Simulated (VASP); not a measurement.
# Equation of state of PbAs under PBE

```
As Pb
1.0
     3.71376    0.00000    0.00000
     0.00000    3.71376    0.00000
     0.00000    0.00000    3.71376
As Pb
1 1
Direct
  0.50000 0.50000 0.50000
  0.00000 0.00000 0.00000
```

The cell comes from a database or a generator and needn't be the stable form of this composition.

The cell was scaled at fixed shape and fractions and run with VASP, PBE PAW files As, Pb_d, 520 eV; PBE, k mesh 7 × 7 × 7 on the cell of 2 atoms, fermi-dirac occupations of 0.05 eV, no spin polarisation, no spin-orbit coupling. Energies are those that the program minimises, any entropy of the smearing included. For a metal such a mesh isn't converged to the digits shown.

```tsv
V (Å³/atom)	energy over the lowest row (meV/atom)
24.0735	20.932
24.5857	9.828
25.0979	3.016
25.6101	0.000
26.1223	?
26.6345	3.833
27.1467	10.066
```

Problem. Fit the third-order Birch-Murnaghan form, give V0, B0 and B′, and predict the energy left open.

Solution. With y = (V0/V)^(2/3), E = E0 + (9 V0 B0/16) [(y - 1)³ B′ + (y - 1)² (6 - 4y)]. Least squares through the rows shown give V0 = 25.8017 Å³/atom, E0 = -0.243 meV, B0 = 51.65 GPa (1 eV/Å³ = 160.218 GPa) and B′ = 4.47, with a largest miss of 0.016 meV. At V = 26.1223 the form with these constants gives 0.385 meV; the run gave 0.390 meV an atom.
